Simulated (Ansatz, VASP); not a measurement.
This is a calculation of AlO2 for Ansatz 0.2.0. Atoms were shifted at random by some hundredths of an Å from the given cell, which wasn't relaxed again for these runs. The cell comes from a database or a generator and needn't be the stable form of this composition.

The input input.yaml:

```yaml
crystal:
  lattice:
    - [1.488162, -5.402833, 0.0]
    - [1.488162, 5.402833, 0.0]
    - [0.0, 0.0, 3.646612]
  atoms:
    - { symbol: Al, position: [0.6509, 0.31897, 0.766966] }
    - { symbol: Al, position: [0.337847, 0.682527, 0.251412] }
    - { symbol: O, position: [0.07716, 0.951756, 0.729418] }
    - { symbol: O, position: [0.959164, 0.081307, 0.243101] }
    - { symbol: O, position: [0.29823, 0.723691, 0.749002] }
    - { symbol: O, position: [0.709439, 0.295869, 0.251647] }
hamiltonian:
  xc: pbesol
  pseudopotentials: { kind: paw }
kpoints:
  mp_grid: { grid: [9, 9, 7] }
scf:
  occupations: { method: fermi_dirac, width: 0.05 }
output:
  forces: true
  stress: true
  eigenvalues: true
```

Potentials or basis: Ansatz PAW.

Launch:

```console
$ ansatz run input.yaml --threads 1 --pin off --max-ram 3584MiB --backend cpu --events-out ev --progress --plain --runs-dir out
```

Task: Translate it to VASP 6.6.1. Potentials or basis there: PBE PAW files Al, O, 520 eV.

Result: As run (cutoffs and basis follow the program's own potentials, and thresholds, step limits or extra output files can differ):

The input INCAR:

```
PREC = Accurate ; ENCUT = 520
EDIFF = 1E-7 ; ISMEAR = -1
SIGMA = 0.05 ; LREAL = F
LASPH = T ; NELM = 80
ALGO = Normal ; ISIF = 2
LWAVE = F ; LCHARG = T
GGA = PS ; LVHAR = T
NBANDS = 24 ; KPAR = 2
```

The input KPOINTS:

```
regular mesh
0
Gamma
  9 9 7
```

File POSCAR:

```
AlO2
1.0
    1.4881620000     -5.4028330000      0.0000000000
    1.4881620000      5.4028330000      0.0000000000
    0.0000000000      0.0000000000      3.6466120000
Al O
2 4
Direct
    0.6509000000      0.3189700000      0.7669660000
    0.3378470000      0.6825270000      0.2514120000
    0.0771600000      0.9517560000      0.7294180000
    0.9591640000      0.0813070000      0.2431010000
    0.2982300000      0.7236910000      0.7490020000
    0.7094390000      0.2958690000      0.2516470000
```

Potentials or basis: VASP PAW PBE potentials, release 64 (Al, O).

Run with:

```bash
$ cat potpaw_PBE.64/Al/POTCAR potpaw_PBE.64/O/POTCAR > POTCAR
$ mpirun -np 2 vasp_std > vasp.out
```

Both were run:

|  | Ansatz | VASP |
| --- | --- | --- |
| Pressure | -3.4 GPa | -3.4 GPa |
| Largest force | 1.683 eV/Å | 1.717 eV/Å |

Ansatz's pressure holds a Pulay term of +0.90 GPa for its cutoff of 420 eV, which the other run lacks.

Ansatz's potentials were made for PBE. VASP's potentials were made for PBE.

Where Ansatz's input types no cutoff or centring, it takes its own default and a Γ-centred mesh.

Pressure is positive in compression.
